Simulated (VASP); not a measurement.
An input for Ansatz (written as the equivalent of a VASP run, and not itself run):

Ansatz 0.2 input:
```yaml
crystal:
  lattice:
    - [0.0000000, 2.9495350, 2.9495350]
    - [2.9495350, 0.0000000, 2.9495350]
    - [2.9495350, 2.9495350, 0.0000000]
  atoms:
    - { symbol: Al, position: [0.2500000, 0.2500000, 0.2500000] }
    - { symbol: Al, position: [0.7500000, 0.7500000, 0.7500000] }
    - { symbol: Pd, position: [0.0000000, 0.0000000, 0.0000000] }
kpoints:
  mp_grid: { grid: [3, 3, 3] }
hamiltonian:
  xc: pbesol
  pseudopotentials: { kind: paw }
scf:
  occupations: { method: gaussian, width: 0.136 }
  max_iter: 100
output: { forces: true, stress: true, eigenvalues: true }
```

Translate this input to VASP (INCAR, KPOINTS, POSCAR, choice of POTCAR).

Several could match; the one computed here: 
**INCAR**
```
# general
SYSTEM  = Al2Pd
PREC    = Accurate
ENCUT   = 300
LREAL   = .False.
LASPH   = .True.

# electronic loop
EDIFF   = 1E-6
NELM    = 100
ALGO    = Normal
LMAXMIX = 4

# smearing
ISMEAR  = 0
SIGMA   = 0.136

# functional
GGA     = PS

# ions
ISIF    = 2

# output
LWAVE   = .False.
LCHARG  = .False.
```

**KPOINTS**
```
Regular mesh
0
gamma
 3 3 3
```

### POSCAR
```
Al2Pd
1
    0.0000000000     2.9495350000     2.9495350000
    2.9495350000     0.0000000000     2.9495350000
    2.9495350000     2.9495350000     0.0000000000
Al Pd
2 1
Direct
  0.2500000000   0.2500000000   0.2500000000
  0.7500000000   0.7500000000   0.7500000000
  0.0000000000   0.0000000000   0.0000000000
```

POTCAR, in this order: Al Pd (PBE.64 set). Program: vasp_std.

The two are equivalent in intent, not identical: each code has its own PAW files, so the cut-off isn't converted (ENCUT is set for VASP's; basis.ecutwfc is left out, and Ansatz then takes the one that its files recommend); Ansatz stops its SCF on the density residual and VASP on the energy change (EDIFF).

The structure comes from a computed database's Al2Pd entry; how it stands against other phases isn't given here. The cell was not relaxed at this level. The k-mesh is coarse (spacing up to 0.61 per Å, 2π included), so the numbers may not be converged in it. The run is one of a series of settings (KPOINTS 3×3×3 Γ-centred mesh against the base run), some of them coarse on purpose.
